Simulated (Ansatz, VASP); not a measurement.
# TcBr2 in two plane-wave programs

Aim: how closely do two programs agree when they are given the same cell, functional and k mesh? The structure shown is the start of the Ansatz relaxation below; VASP solves that cell, so the two are compared at the walk's first step.

Program: Ansatz 0.2.0. Level of theory: plane waves, with VASP 6.6.1 beside it; single point at LDA. Results are calculated unless marked as measured.

## 1. The starting structure

The cell holds 3 atoms: 1 Tc and 2 Br. Cell: a = 3.836 Å, b = 3.836 Å, c = 30.253 Å, α = 90.0°, β = 90.0°, γ = 120.0°. Vacuum lies along c. The height across the vacuum is the one that the program set for its solve, not the one typed.

Structure file:

```cif
data_structure
_symmetry_space_group_name_H-M 'P 1'
_symmetry_Int_Tables_number 1
_cell_length_a 3.8360
_cell_length_b 3.8360
_cell_length_c 30.2531
_cell_angle_alpha 90.000
_cell_angle_beta 90.000
_cell_angle_gamma 120.000
_cell_volume 385.53
loop_
_atom_site_label
_atom_site_type_symbol
_atom_site_fract_x
_atom_site_fract_y
_atom_site_fract_z
_atom_site_occupancy
Tc1 Tc 0.00000 0.00000 0.31776 1
Br2 Br 0.33333 0.66667 0.37109 1
Br3 Br 0.66667 0.33333 0.26444 1
```

## 2. Ansatz: relaxation, LDA

Ansatz runs on its default PAW (the set named soft_2) files.

The two programs are compared at the cell with which this relaxation starts, whose forces are those of its first step.

Input file input.yaml:

```yaml
crystal:
  lattice:
    - [3.836, 0.0, 0.0]
    - [-1.918, 3.3220734489, 0.0]
    - [0.0, 0.0, 19.2265366365]
  atoms:
    - { symbol: Tc, position: [0.0, 0.0, 0.5] }
    - { symbol: Br, position: [0.3333333333, 0.6666666667, 0.5839084204] }
    - { symbol: Br, position: [0.6666666667, 0.3333333333, 0.4160915796] }
  periodic: [true, true, false]
kpoints:
  mp_grid: { grid: [6, 6, 1] }
hamiltonian:
  xc: lda
scf:
  occupations: { method: fermi_dirac, width: 0.02 }
relax:
  f_tol: 0.01
  max_steps: 80
  cell: {}
```

On the command line:

```bash
$ ansatz run input.yaml --threads 4 --pin off --max-ram 14745MiB --backend cpu --events-out ev --progress --plain --runs-dir out
```

Numbers of over 12 decimals in the logs are rounded to 6 here.

The program printed:

```text
Warning: crystal.periodic: the lattice vector that does not repeat stood 0.000° off the slab's normal, 19.227 Å along it as the deck builds it. The run solves the slab on a vector along the normal, 30.253 Å long, with every atom where it was (on the deck's vector they left 16.00 Å outside them, and the widest stretch free of ions among them is 1.61 Å). A fractional position that the run reports is one of the run's ce [...]
crystal.periodic: the lattice vector that does not repeat stood 0.000° off the slab's normal, 19.227 Å along it as the deck builds it. The run solves the slab on a vector along the normal, 30.253 Å long, with every atom where it was (on the deck's vector they left 16.00 Å outside them, and the widest stretch free of ions among them is 1.61 Å). A fractional position that the run reports is one of the run's cell, which [...]
Engine: ansatz 0.2.0, aarch64-unknown-linux-gnu
Pseudopotentials: kind: paw
Pseudopotential: Tc, paw, valence charge 15, recommended cutoff 500 eV (normal), Tc.paw.azcp
Pseudopotential: Br, paw, valence charge 7, recommended cutoff 420 eV (normal), Br.paw.azcp
Functional definition: SPW92
  exchange = slater_x
  correlation = pw_c
Crystal: 3 atoms, lattice volume = 385.529 Å³
Basis set: ecut = 500 eV, 9657 PW (Γ)
Bands: 19, of which v1, the nominal top of the filled ones, is band 15 counted from 1 (14 counted from 0)
Symmetry: 12 space group operations
Space group: P-3m1 (ITA 164), of the structure as read, at distance tolerance 7.3e-5 Å
k-points: 7 of 36
Non-local potential: Tc, projectors of the file, l = 0: 3, l = 1: 3, l = 2: 2, l = 3: 2
Non-local potential: Br, projectors of the file, l = 0: 2, l = 1: 2, l = 2: 2
PAW form: soft (Blöchl's): semilocal exchange-correlation on the pseudo side does not see the compensation charge
PAW frozen core: Tc, regenerated for the run's functional, and the local potential with it (the file was generated under x = pbe(κ = 0.804, μ = 0.219515), c = pbe(β = 0.066725))
PAW frozen core: Br, regenerated for the run's functional, and the local potential with it (the file was generated under x = pbe(κ = 0.804, μ = 0.219515), c = pbe(β = 0.066725))
PAW one-centre angular grid: Tc, 590 points (default); XC on 64 Gauss nodes
PAW one-centre angular grid: Br, 110 points (default); XC on 64 Gauss nodes
Initial density: superposition of atomic densities (neutral atoms: chi_scale 0, normalization atom)
Initial wavefunctions: pseudopotential atomic-orbital guess
Functional: x = slater, c = lda
SCF iter   1: F=—  HF=-10668.489847 eV  |F-HF|=—  |Δ(HF+E_count)|=         —  Δρ=2.79e-2  dr2=4.86e0  ethr=3.10e-3  ⟨swp⟩=15.7  Hψ=1193  notcnv=0
preconditioner: auto → LDOS  [insulator: Δε(μ)=0.067 eV  Ē_g=7.953 eV  σ=0.020 eV  W_gap=0.62  n_scr=16 (ndim 8)  ℏωp=8.7 eV  f_vac=0.763  D(μ)=9.18/eV (n_scr^D=72)  ε∞_Penn≈2.2  β→1.0]
[...]
Crystal: 3 atoms, lattice volume = 306.990 Å³
Basis set: ecut = 500 eV, 7875 PW (Γ)
iter 1 solved again at ethr=4.92e-5 eV; its pass at ethr=3.10e-3 eV (dr2=1.43e-2 eV) is discarded
SCF iter   1: F=—  HF=-10668.679103 eV  |F-HF|=—  |Δ(HF+E_count)|=         —  Δρ=2.40e-3  dr2=1.54e-2  ethr=4.92e-5  ⟨swp⟩=3.9  Hψ=1269  notcnv=0
preconditioner: auto → LDOS  [metal: Δε(μ)=0.038 eV  Ē_g=9.234 eV  σ=0.020 eV  W_gap=0.42  n_scr=16 (ndim 8)  ℏωp=9.7 eV  f_vac=0.764  D(μ)=4.59/eV (n_scr^D=14)  β→1.0]
SCF iter   2: F=—  HF=-10668.675123 eV  |F-HF|=—  |Δ(HF+E_count)|=   3.98e-3  Δρ=1.12e-3  dr2=1.98e-3  ethr=4.92e-5  ⟨swp⟩=4.0  Hψ=307  notcnv=0
SCF iter   3: F=—  HF=-10668.675161 eV  |F-HF|=—  |Δ(HF+E_count)|=   3.82e-5  Δρ=8.11e-4  dr2=1.22e-3  ethr=6.84e-6  ⟨swp⟩=2.7  Hψ=297  notcnv=0
SCF iter   4: F=—  HF=-10668.674846 eV  |F-HF|=—  |Δ(HF+E_count)|=   3.15e-4  Δρ=2.80e-4  dr2=2.02e-4  ethr=4.20e-6  ⟨swp⟩=2.4  Hψ=234  notcnv=0
SCF iter   5: F=—  HF=-10668.674503 eV  |F-HF|=—  |Δ(HF+E_count)|=   3.43e-4  Δρ=5.44e-5  dr2=7.66e-6  ethr=6.98e-7  ⟨swp⟩=3.0  Hψ=290  notcnv=0
SCF iter   6: F=—  HF=-10668.674506 eV  |F-HF|=—  |Δ(HF+E_count)|=   3.47e-6  Δρ=1.84e-5  dr2=1.37e-6  ethr=2.64e-8  ⟨swp⟩=3.6  Hψ=302  notcnv=0
SCF iter   7: F=-10668.674507 eV  HF=-10668.674507 eV  |F-HF|=1.18e-7  |Δ(HF+E_count)|=   5.01e-7  Δρ=6.89e-6  dr2=1.72e-7  ethr=1.03e-9  ⟨swp⟩=7.9  Hψ=702  notcnv=0
SCF 9 converged in 7 iterations: F = -10668.674507 eV  dr2 = 1.72e-7
relax step   9: F+E_penalty+E_count = -10668.67450699 eV  Δ(F+E_penalty+E_count) = -1.373e-2 eV  max|allowed force component| = 4.149e-3 eV/Å  Δτ_max = 0.0709 Å  P = -0.242 N/m  Ω = 306.990 Å³  energy of the carried Pulay correction = +3.361e-3 eV  fix = [c, alpha, beta]  reactions: c -0.000 N/m  (7 SCF iters, dr2 threshold 3.00e-7 eV, accepted)
[...]
relax step  10: F+E_penalty+E_count = -10668.67542847 eV  Δ(F+E_penalty+E_count) = -9.215e-4 eV  max|allowed force component| = 2.781e-2 eV/Å  Δτ_max = 0.0081 Å  P = +0.050 N/m  Ω = 304.063 Å³  energy of the carried Pulay correction = +3.501e-3 eV  fix = [c, alpha, beta]  reactions: c +0.000 N/m  (5 SCF iters, dr2 threshold 8.34e-8 eV, accepted)
[...]
relax step  11: F+E_penalty+E_count = -10668.67556845 eV  Δ(F+E_penalty+E_count) = -1.400e-4 eV  max|allowed force component| = 1.926e-3 eV/Å  Δτ_max = 0.0046 Å  P = -0.008 N/m  Ω = 303.515 Å³  energy of the carried Pulay correction = +3.528e-3 eV  fix = [c, alpha, beta]  reactions: c -0.000 N/m  (5 SCF iters, dr2 threshold 4.83e-8 eV, accepted)
[...]
relax step  12: F+E_penalty+E_count = -10668.67446417 eV  Δ(F+E_penalty+E_count) = +1.104e-3 eV  max|allowed force component| = 1.925e-3 eV/Å  Δτ_max = 0.0000 Å  P = -0.028 N/m  Ω = 303.515 Å³  fix = [c, alpha, beta]  reactions: c -0.000 N/m  stress off target by 2.85e-2 N/m on what of the cell is left free  SCF on the basis re-selected at this cell (its energy is not comparable with the rows above)  (6 SCF iters)
basis re-selected at this cell: Δ(F+E_penalty+E_count) = +1.104e-3 eV, ΔP = -0.020 N/m vs the last step (what re-selecting the basis moved, of the pressure what is left beyond the Pulay correction that the steps carried, after the strain that the cell walked since its last selection, with what the two solves' SCF thresholds leave and, on support functions, any second-order correction that the steps lacked; it is no measure of the basis error at this ecutwfc). The dense FFT grid was sized anew with the basis: this SCF ran on 25×25×225 points, the steps before it on 30×30×225, so part of this shift can come from that change (see relax.cell in the input reference). [rest of the remark cut]
SCF converged after 6 iterations
Free energy (F): -10668.674464 eV
Harris-Foulkes:  -10668.674464 eV  (|F-HF|=8.73e-11)
Internal energy: -10668.670202 eV  (E = F + TS)
E sigma→0 (E₀):  -10668.672333 eV
Entropy (-TS):   -0.004262 eV (-1.421 meV/atom)
Fermi energy:    -4.084311 eV
--- Per-component energies (eV) ---
  E_band       = -626.552382
  E_kinetic    = 897.520705
  E_local      = -48807.387685  (includes V_loc(G=0)·N_el)
  E_nonlocal   = 437.074997
  E_hartree    = 23749.653864
  E_xc         = -760.192131
  E_vxc        = -503.985649  (∫ρ·V_xc dr)
  E_paw        = -7485.863113  (= ΣΔE_a)
  E_vpaw       = -149.082537  (= ΣTr[D̂ρ^β])
  E_aug_tail   = 0.000006  (compensation charges beyond the density's cutoff)
  E_ewald      = 21299.598412
  E_core_change = 0.924744  (= ΣΔE_core)
  E_smearing   = -0.004262  (= −TS)
  E_closure    = -0.000000  (closes the sum)
  Σ components = -10668.674464   (vs F -10668.674464, Δ=0.00e0)
--- Forces (eV/Å), atoms counted from 1 ---
  atom   1  Tc    -0.00000000     0.00000000     0.00000000
  atom   2  Br    -0.00000000     0.00000000     0.00192478
  atom   3  Br     0.00000000    -0.00000000    -0.00192478
  max |Σ_I F_I| component: 2.31e-18 eV/Å
--- 2D stress c σ (N/m, compression-positive) ---
       -0.028484       0.000000      -0.000000
        0.000000      -0.028484      -0.000000
       -0.000000      -0.000000      -0.000000
  P = ½ c Tr σ = -0.0285 N/m
--- Relaxed structure (11 steps of the walk, 11 accepted, 1 SCFs on fresh bases) ---
  F+E_penalty+E_count = -10668.67446417 eV   max|allowed force component| = 1.925e-3 eV/Å   (the final SCF, on the basis selected at the relaxed cell)
  cell:  # Å, volume = 303.5146 Å³
    - [3.403609, 0.0, 0]
    - [-1.701805, 2.947612, 0]
    - [0, 0, 30.253073]
  atoms:
    - { symbol: Tc, position: [0, 0, 0.317762] }
    - { symbol: Br, position: [0.333333, 0.666667, 0.370353] }
    - { symbol: Br, position: [0.666667, 0.333333, 0.265171] }
```

## 3. VASP: single point, LDA, start cell

The same cell, functional (in two slightly different forms), mesh and smearing now go to VASP, with its own data sets.

Lines of VASP's logs that name or quote its potential files are left out, and so is its time.

Input file INCAR:

```
SYSTEM = TcBr2
PREC = Accurate
ENCUT = 400
EDIFF = 1E-06
NELM = 120
ISMEAR = -1
SIGMA = 0.02
LREAL = .FALSE.
ALGO = Normal
GGA = CA
NBANDS = 19
LASPH = .TRUE.
LORBIT = 11
LWAVE = .FALSE.
LCHARG = .FALSE.
ISIF = 2
LDIPOL = .TRUE.
IDIPOL = 3
DIPOL = 0.5 0.5 0.318
LVHAR = .TRUE.
GGA_COMPAT = .FALSE.
NELMDL = -8
```

Input file POSCAR:

```
TcBr2
1.0
    3.8360000000      0.0000000000      0.0000000000
   -1.9180000000      3.3220730000      0.0000000000
    0.0000000000      0.0000000000     30.2530730000
Tc Br
1 2
Direct
    0.0000000000      0.0000000000      0.3177617031
    0.3333334337      0.6666668673      0.3710874925
    0.6666667168      0.3333334337      0.2644359467
```

Input file KPOINTS:

```
Automatic mesh
0
Gamma
6 6 1
0 0 0
```

PAW data sets: Tc_pv and Br (LDA family, release 64).

On the command line:

```bash
$ mpirun -np 1 vasp_std
```

The program printed:

```text
[banner, memory and clock lines left out]
running    1 mpi-ranks, on    1 nodes
 distrk:  each k-point on    1 cores,    1 groups
 distr:  one band on    1 cores,    1 groups

 POSCAR found type information on POSCAR TcBr
 POSCAR found :  2 types and       3 ions
 LDA part: xc-table for (Slater(with rela. corr.)+CA(PZ))
 , standard interpolation
 POSCAR, INCAR and KPOINTS ok, starting setup
 FFT: planning ... GRIDC
 FFT: planning ... GRID_SOFT
 FFT: planning ... GRID
 WAVECAR not read
 entering main loop
       N       E                     dE             d eps       ncg     rms          rms(c)
DAV:   1     0.203383540861E+03    0.20338E+03   -0.93567E+03   362   0.801E+02
DAV:   2     0.423590852583E+01   -0.19915E+03   -0.19570E+03   367   0.208E+02
DAV:   3    -0.147510035043E+02   -0.18987E+02   -0.18769E+02   377   0.713E+01
DAV:   4    -0.151319706134E+02   -0.38097E+00   -0.37415E+00   309   0.986E+00
DAV:   5    -0.151411683166E+02   -0.91977E-02   -0.91775E-02   355   0.141E+00
DAV:   6    -0.151412798453E+02   -0.11153E-03   -0.11152E-03   323   0.164E-01
DAV:   7    -0.151412839620E+02   -0.41167E-05   -0.41165E-05   361   0.269E-02
DAV:   8    -0.151412840418E+02   -0.79801E-07   -0.80235E-07   275   0.419E-03    0.858E+00
DAV:   9    -0.148167687754E+02    0.32452E+00   -0.19898E+00   284   0.859E+00    0.403E+00
DAV:  10    -0.147782347425E+02    0.38534E-01   -0.77978E-01   293   0.533E+00    0.234E+00
DAV:  11    -0.147284976817E+02    0.49737E-01   -0.19733E-01   290   0.278E+00    0.490E-01
DAV:  12    -0.147279494592E+02    0.54822E-03   -0.13062E-02   347   0.546E-01    0.181E-01
DAV:  13    -0.147275721544E+02    0.37730E-03   -0.23075E-03   290   0.332E-01    0.397E-02
DAV:  14    -0.147277030683E+02   -0.13091E-03   -0.80768E-05   300   0.510E-02    0.363E-02
[...]
DAV:  18    -0.147284868508E+02   -0.45214E-04   -0.18451E-06   291   0.526E-03    0.581E-03
DAV:  19    -0.147285649949E+02   -0.78144E-04   -0.35396E-06   262   0.552E-03    0.189E-03
DAV:  20    -0.147285882088E+02   -0.23214E-04   -0.63511E-07   250   0.258E-03    0.179E-03
DAV:  21    -0.147286090768E+02   -0.20868E-04   -0.93741E-07   225   0.284E-03    0.687E-04
DAV:  22    -0.147286122408E+02   -0.31640E-05   -0.97842E-08   216   0.102E-03    0.190E-04
DAV:  23    -0.147286162735E+02   -0.40327E-05   -0.11171E-07   193   0.994E-04    0.248E-04
DAV:  24    -0.147286175444E+02   -0.12709E-05   -0.24316E-08   181   0.497E-04    0.130E-04
DAV:  25    -0.147286184574E+02   -0.91295E-06   -0.20078E-08   169   0.453E-04
   1 F= -.14728618E+02 E0= -.14721004E+02  d E =-.152286E-01
```

OUTCAR, selected parts (step 3):

```text
ion  position               nearest neighbor table
   1  0.000  0.000  0.318-   3 2.74   3 2.74   3 2.74   2 2.74   2 2.74   2 2.74
   2  0.333  0.667  0.371-   1 2.74   1 2.74   1 2.74
   3  0.667  0.333  0.264-   1 2.74   1 2.74   1 2.74

  LATTYP: Found a hexagonal cell.
 ALAT       =     3.8360000000
 C/A-ratio  =     7.8866196559

 Subroutine GETGRP returns: Found 12 space group operations
 (whereof  6 operations were pure point group operations)

The static configuration has the point symmetry C_3v.
 The point group associated with its full space group is D_3d.

 Found      7 irreducible k-points:

   k-points           NKPTS =      7   k-points in BZ     NKDIM =      7   number of bands    NBANDS=     19

   dimension x,y,z NGX =    28 NGY =   28 NGZ =  200
   dimension x,y,z NGXF=    56 NGYF=   56 NGZF=  400

   ENCUT  =  400.0 eV  29.40 Ry    5.42 a.u.   6.26  6.26 49.34*2*pi/ulx,y,z

   NELECT =      27.0000    total number of electrons

 k-points in reciprocal lattice and weights: Automatic mesh
   0.00000000  0.00000000  0.00000000       0.028
   0.16666667  0.00000000  0.00000000       0.167
   0.33333333  0.00000000  0.00000000       0.167
   0.50000000  0.00000000  0.00000000       0.083
   0.16666667  0.16666667  0.00000000       0.167
   0.33333333  0.16666667  0.00000000       0.333
   0.33333333  0.33333333  0.00000000       0.056

 dipolmoment           0.000000      0.000000     -0.000008 electrons x Angstroem

 average (electrostatic) potential at core
       1 -82.7656       2 -75.8191       3 -75.8191

 E-fermi :  -2.8849

 k-point     1 :       0.0000    0.0000    0.0000
  band No.  band energies     occupation
    ...
     10      -5.6851      2.00000
     11      -5.6851      2.00000
     12      -3.7207      2.00000
     13      -3.7207      2.00000
     14      -3.5617      2.00000
     15      -1.9889      0.00000
     16      -1.9889      0.00000
     17      -0.5828      0.00000
     18       0.8363      0.00000
     19       1.5812      0.00000

 k-point     2 :       0.1667    0.0000    0.0000
  band No.  band energies     occupation
    ...
     10      -6.2336      2.00000
     11      -6.0120      2.00000
     12      -3.7976      2.00000
     13      -3.3787      2.00000
     14      -3.2454      2.00000
     15      -2.3465      0.00000
     16      -2.0429      0.00000
     17       0.3059      0.00000
     18       1.5973      0.00000
     19       2.0567      0.00000

 k-point     3 :       0.3333    0.0000    0.0000
  band No.  band energies     occupation
    ...
     10      -6.5804      2.00000
     11      -6.3768      2.00000
     12      -4.0538      2.00000
     13      -3.0196      1.99762
     14      -2.9043      1.44973
     15      -2.0284      0.00000
     16      -1.9670      0.00000
     17       1.3162      0.00000
     18       1.5912      0.00000
     19       2.7327      0.00000

  Total       -7.1695618     -7.1695598     -6.3391051      0.0000000      0.0000000      0.0000000
  in kB      -29.7951741    -29.7951660    -26.3439726      0.0000000      0.0000000      0.0000000
  external PRESSURE =     -28.6447709 kB  Pullay stress =       0.0000000 kB

  energy-cutoff  :      400.00
  volume of cell :      385.53
      direct lattice vectors                 reciprocal lattice vectors
     3.836000000  0.000000000  0.000000000     0.260688217  0.150508433  0.000000000
    -1.918000000  3.322073000  0.000000000     0.000000000  0.301016865  0.000000000
     0.000000000  0.000000000 30.253073000     0.000000000  0.000000000  0.033054493

 POSITION                                       TOTAL-FORCE (eV/Angst)
 -----------------------------------------------------------------------------------
      0.00000      0.00000      9.61327         0.000000     -0.000000      0.000000
      0.00000      2.21472     11.22654        -0.000000     -0.000000     -1.917448
      1.91800      1.10736      8.00000         0.000000      0.000000      1.917448
 -----------------------------------------------------------------------------------
    total drift:                               -0.000000     -0.000623     -0.001203

  FREE ENERGIE OF THE ION-ELECTRON SYSTEM (eV)
  ---------------------------------------------------
  free  energy   TOTEN  =       -14.7286184574 eV

  energy  without entropy=      -14.7133898364  energy(sigma->0) =      -14.72100415

 vacuum level on the upper side and lower side of the slab         1.790         1.790

 total charge
# of ion       s       p       d       tot
------------------------------------------
    1        0.219   6.181   5.043  11.444
    2        1.611   3.142   0.034   4.787
    3        1.611   3.142   0.034   4.787
--------------------------------------------------
tot          3.442  12.465   5.111  21.018

[... 3 further parts left out ...]
```

## 4. Differences

Known differences besides the potentials themselves: the two LDA forms differ slightly; Ansatz cuts the interaction across the vacuum, VASP repeats the sheet with a dipole correction; the data sets hold 29 valence electrons in Ansatz (on its default PAW (the set named soft_2) files) and 27 in VASP; the cutoff is 500 eV in Ansatz and 400 eV in VASP; VASP's log shows a relativistic correction to its local exchange, Ansatz's none. Total energies have different zeros and are not compared.

Forces (eV/Å; atoms numbered as in POSCAR):

| atom | Ansatz x, y, z | VASP x, y, z |
| --- | --- | --- |
| Tc1 | 0.000, 0.000, 0.000 | 0.000, 0.000, 0.000 |
| Br2 | 0.000, 0.000, -1.921 | 0.000, 0.000, -1.917 |
| Br3 | 0.000, 0.000, 1.921 | 0.000, 0.000, 1.917 |

The forces differ by 1.9 meV/Å r.m.s., which is 0.2 % of the r.m.s. force of 0.904 eV/Å (both taken over all components). With vacuum in the cell, a pressure given here is an average over mostly empty space and none of the material.

## 5. What came out

```json
{"r.m.s. force difference (single point, LDA, start cell)": "0.21 % of the r.m.s. force"}
```

What this shows: The r.m.s. force difference is 0.21 % of the r.m.s. force (single point, LDA, start cell), within the 3 % picked in this series as the mark of a large difference. The data sets hold unlike numbers of valence electrons (29 in Ansatz and 27 in VASP), so part of the differences comes from the potentials. 1 further run of this series is not shown here. How closely two codes agree says nothing of how well the functional describes the real material.

[Lines on the potential files, build, host, timing and source positions are cut from VASP's logs without a mark.]

[Logs are printed without paths, hosts, clocks, repeated set-up lines and the standing remarks that a program may print on its own settings, such as how far it seeks lower states.]

[Hosts, paths, dates, database ids (printed as entryN), source tags and the programs' standing remarks are cut or masked in the printed files.]
